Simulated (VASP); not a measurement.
Calculation: optB88-vdW, VASP's PBE PAW potentials (set 64) (plane waves; VASP 6.6.1).

A VASP calculation is set up with these files.

File KPOINTS:
```
Automatic
0
Gamma
 11 11 6
0 0 0
```

INCAR:
```
SYSTEM = Tm
PREC = Accurate
ENCUT = 520
EDIFF = 1E-6
NELM = 100
ALGO = Normal
LREAL = .FALSE.
LASPH = .TRUE.
ISMEAR = 1
SIGMA = 0.1
GGA = BO
PARAM1 = 0.1833333333
PARAM2 = 0.22
LUSE_VDW = .TRUE.
AGGAC = 0.0
LMAXMIX = 6
LWAVE = .FALSE.
LCHARG = .FALSE.
IBRION = 2
ISIF = 3
NSW = 60
EDIFFG = -0.01
```

### POSCAR
```
Tm
1
    1.7647217407    -3.0565877860    -0.0000000000
    1.7647217407     3.0565877860    -0.0000000000
   -0.0000000000    -0.0000000000     5.4409074602
Tm
2
Direct
  0.3333330000   0.6666670000   0.2500000000
  0.6666670000   0.3333330000   0.7500000000
```

POTCAR, in this order: Tm_3 (PBE.64 set). Program: vasp_std.

Output

OUTCAR:
```
 ion  position               nearest neighbor table
   1  0.333  0.667  0.250-   2 3.40   2 3.40   2 3.40   2 3.40   2 3.40   2 3.40
   2  0.667  0.333  0.750-   1 3.40   1 3.40   1 3.40   1 3.40   1 3.40   1 3.40
  LATTYP: Found a hexagonal cell.
 ALAT       =     3.5294435419
 C/A-ratio  =     1.5415765674
 Subroutine PRICEL returns:
 Original cell was already a primitive cell.
 Subroutine GETGRP returns: Found 24 space group operations
The static configuration has the point symmetry D_3d.
 The point group associated with its full space group is D_6h.
The dynamic configuration has the point symmetry D_3d.
 Subroutine INISYM returns: Found 24 space group operations
 Subroutine IBZKPT returns following result:
 Found     64 irreducible k-points:

 Following reciprocal coordinates:
            Coordinates               Weight
  0.000000  0.000000  0.000000      1.000000
  0.090909  0.000000  0.000000      6.000000
  0.181818  0.000000  0.000000      6.000000
  0.272727  0.000000  0.000000      6.000000
  0.363636  0.000000  0.000000      6.000000
  0.454545  0.000000  0.000000      6.000000
  0.090909  0.090909  0.000000      6.000000
...
```

### OSZICAR
```
       N       E                     dE             d eps       ncg     rms          rms(c)
DAV:   1     0.751676434107E+02    0.75168E+02   -0.85210E+03  1664   0.131E+03
DAV:   2     0.142569410192E+01   -0.73742E+02   -0.72530E+02  1699   0.410E+02
DAV:   3    -0.342115312444E+01   -0.48468E+01   -0.44750E+01  2751   0.646E+01
DAV:   4    -0.355856773268E+01   -0.13741E+00   -0.13555E+00  2630   0.873E+00
DAV:   5    -0.356021613185E+01   -0.16484E-02   -0.16476E-02  2295   0.877E-01    0.235E+01
DAV:   6    -0.358349800677E+01   -0.23282E-01   -0.23615E-02  2650   0.175E+00    0.140E+01
DAV:   7    -0.360612920871E+01   -0.22631E-01   -0.48920E-02  2515   0.252E+00    0.359E-01
DAV:   8    -0.360653702938E+01   -0.40782E-03   -0.29119E-03  2173   0.476E-01    0.845E-02
DAV:   9    -0.360663730947E+01   -0.10028E-03   -0.21276E-04  1984   0.141E-01    0.272E-02
DAV:  10    -0.360665177469E+01   -0.14465E-04   -0.43311E-05  2344   0.586E-02    0.375E-02
DAV:  11    -0.360665264035E+01   -0.86566E-06   -0.48725E-06  1939   0.201E-02
   1 F= -.36066526E+01 E0= -.36077544E+01  d E =-.360665E+01
```

**OUTCAR**
```
------------------------ aborting loop because EDIFF is reached ----------------------------------------
  FORCE on cell =-STRESS in cart. coord.  units (eV):
  Direction    XX          YY          ZZ          XY          YZ          ZX
  --------------------------------------------------------------------------------------
  Total       -0.0064887     -0.0064887      0.0001424      0.0000000     -0.0000000      0.0000000
  in kB       -0.1771148     -0.1771148      0.0038871      0.0000000     -0.0000000      0.0000000
  external PRESSURE =      -0.1167808 kB  Pullay stress =       0.0000000 kB
  volume of cell :       58.70
      direct lattice vectors                 reciprocal lattice vectors
     1.764721741 -3.056587786  0.000000000     0.283330787 -0.163581103  0.000000000
     1.764721741  3.056587786  0.000000000     0.283330787  0.163581103  0.000000000
     0.000000000  0.000000000  5.440907460     0.000000000  0.000000000  0.183792870
 POSITION                                       TOTAL-FORCE (eV/Angst)
 -----------------------------------------------------------------------------------
      1.76472      1.01886      1.36023         0.000000      0.000000      0.000000
      1.76472     -1.01886      4.08068         0.000000     -0.000000      0.000000
 -----------------------------------------------------------------------------------
    total drift:                                0.000001      0.000070     -0.000012
  FREE ENERGIE OF THE ION-ELECTRON SYSTEM (eV)
  ---------------------------------------------------
  free  energy   TOTEN  =        -3.6066526404 eV

  energy  without entropy=       -3.6099579555  energy(sigma->0) =       -3.60775441

 reached required accuracy - stopping structural energy minimisation
```
(Selected blocks of OUTCAR.)

The 4f electrons are frozen in the core of the lanthanide potential, so 4f levels, which can set the real gap, and their magnetism are missing.

The compound is Tm in the hcp structure. It was relaxed first. The start is the result of an earlier pass.
